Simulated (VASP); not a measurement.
Runs of VASP 6.6.1 on Na3TeH. The structure is cubic, space group Pm-3m (No. 221). The conventional cell has a = 4.767 Å, b = 4.767 Å, c = 4.767 Å, α = 90.00°, β = 90.00°, γ = 90.00°. Na (site symmetry 4/mmm) is surrounded by 2 H at 2.38 Å. Around Te (site symmetry m-3m) lie 12 Na at 3.37 Å. Around H (site symmetry m-3m) lie 6 Na at 2.38 Å. The cell was built by a generator and needn't be a form met in nature.

| level | potentials or basis | gap on the mesh (eV) | pressure (GPa) | relaxed volume (Å³/atom) |
| --- | --- | --- | --- | --- |
| r2SCAN | VASP PAW PBE potentials, release 64 (Na_pv, Te, H) | 3.42 | 0.0 | 20.85 |
| RPBE | VASP PAW PBE potentials, release 64 (Na_pv, Te, H) | 2.62 | 0.0 | - |
| PBEsol | VASP PAW PBE potentials, release 64 (Na_pv, Te, H) | 2.65 | 0.0 | - |
| LDA | VASP PAW LDA potentials, release 64 (Na_pv, Te, H) | 2.71 | 0.0 | (c) |
| PBE+D3(BJ) | VASP PAW PBE potentials, release 64 (Na_pv, Te, H) | (a) | 0.0 | 20.03 |
| AM05 | VASP PAW PBE potentials, release 64 (Na_pv, Te, H) | (b) | 0.0 | 21.39 |

Alike in all rows: task relaxation of cell and atoms; no spin polarisation; cell relaxed; k mesh 6 × 6 × 6; cutoff (eV) 600; smearing gaussian 0.03 eV.

Q: Estimate the missing entries.

A: (a) 2.86; (b) 2.63; (c) 19.65.

Caveats: spin-orbit coupling is left out, which moves the levels of the heavy elements; the PAW data sets were made with another functional, which shifts forces and pressure a little (some runs); the relaxation stopped at its first step, so nothing moved (some runs).

A k mesh can miss the band edges, and the runs leave out spin-orbit coupling on Te.
